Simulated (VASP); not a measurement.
The system is BiSbS4.

```xyz
6
Lattice="6.1000 0.0000 0.0000 0.0000 3.7500 0.0000 0.0000 0.0000 6.5000" Properties=species:S:1:pos:R:3 pbc="T T T"
Sb    0.0000    1.8750    3.2500
Bi    0.0000    0.0000    0.0000
S     4.5750    0.0000    4.3355
S     1.5250    0.0000    2.1645
S     1.5250    1.8750    5.4145
S     4.5750    1.8750    1.0855
```

The cell was built by a generator and needn't be a form met in nature.

- Program: VASP 6.6.1
- Task: relaxation of cell and atoms
- Functional: PBE
- Potentials or basis: VASP PAW PBE potentials, release 64 (Sb, Bi_d, S)
- Cutoff: 520 eV
- k mesh: 3 × 4 × 2
- Occupations: gaussian, width 0.15 eV
- Spin: no spin polarisation

At the start: pressure 4.9 GPa; volume 24.78 Å³/atom.

Problem. Where does the relaxation end?

Solution. Over 11 steps the energy falls by 85.6 meV/atom and the volume is 26.42 Å³/atom (+6.6 %); space group P2/m (No. 10, to 0.05 Å).

Step by step:
```
step  energy change (eV)  largest force (eV/Å)  pressure (GPa)  volume (Å³)
   1              0.0000                1.2933            4.93       148.69
   2             -0.1979                0.7986           -3.15       165.68
   3             -0.2513                0.7116           -1.08       159.93
   4             -0.3505                0.5494           -0.81       158.92
   5             -0.4624                0.2511            0.02       156.86
   6             -0.4667                0.1913            0.25       156.37
   7             -0.4904                0.1547            0.04       157.38
   8             -0.5059                0.1770           -0.55       159.08
   9             -0.5002                0.1775            1.16       156.02
  10             -0.5111                0.0995            0.16       157.83
  11             -0.5138                0.0649            0.08       158.52
```

Final structure:
```
CELL_PARAMETERS angstrom
6.08481 0.00000 -0.07323
0.00000 3.83129 0.00000
-0.07863 0.00000 6.80062
ATOMIC_POSITIONS crystal
Sb 0.00000 0.50000 0.50000
Bi 0.00000 0.00000 0.00000
S 0.75461 0.00000 0.63965
S 0.24539 0.00000 0.36035
S 0.25312 0.50000 0.80004
S 0.74688 0.50000 0.19996
```

Caveat: the k mesh is coarse (spacing up to 0.48 Å⁻¹), so the values aren't converged; this functional lacks dispersion, which binds the layers, so the pressure and a relaxed spacing across them are unreliable.
